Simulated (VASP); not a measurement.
Here is a VASP 6.6.1 calculation.

INCAR

```
  ALGO = Normal
  EDIFF = 1E-7
  ENCUT = 520
  GGA = PE
  ISIF = 2
  ISMEAR = 0
  ISPIN = 2
  LASPH = True
  LCHARG = True
  LELF = True
  LMAXMIX = 6
  LORBIT = 11
  LREAL = False
  LVHAR = True
  LWAVE = False
  MAGMOM = 0 0
  NBANDS = 23
  NELM = 100
  PREC = Accurate
  SIGMA = 0.05
```

File KPOINTS:

```
k-points
0
Gamma
  7 7 7
```

The input POSCAR:

```
GdO
1.0
    2.8018137600      0.0000000000      0.0000000000
    0.0000000000      2.8018137600      0.0000000000
    0.0000000000      0.0000000000      2.8018137600
Gd O
1 1
Direct
    0.0000000000      0.0000000000      0.0000000000
    0.5000000000      0.5000000000      0.5000000000
```

Potentials or basis: VASP PAW PBE potentials, release 64 (Gd, O).

Command:

```bash
$ cat potpaw_PBE.64/Gd/POTCAR potpaw_PBE.64/O/POTCAR > POTCAR
$ mpirun -np 1 vasp_std > vasp.out
```

Predict the net moment.

0.98 μB per cell.

What does it give for the pressure?

42.9 GPa.

Predict the band gap on the k mesh.

none (metal or under the smearing width).

Estimate the site moments.

Gd +0.94; O -0.01 μB.

Caveat: a pressure of tens of GPa on the cell as given is suspect, and the run, the potentials or the cell itself is likely at fault; spin-orbit coupling is left out, which moves the levels of the heavy elements; a cell with one magnetic atom can't hold antiferromagnetic order, which such compounds often take; without U or exact exchange the open f shell lies at the Fermi level, which spoils levels, moments and volumes. With open d or f shells a metallic result of PBE can be an artefact of self-interaction; +U or a hybrid may open a gap.
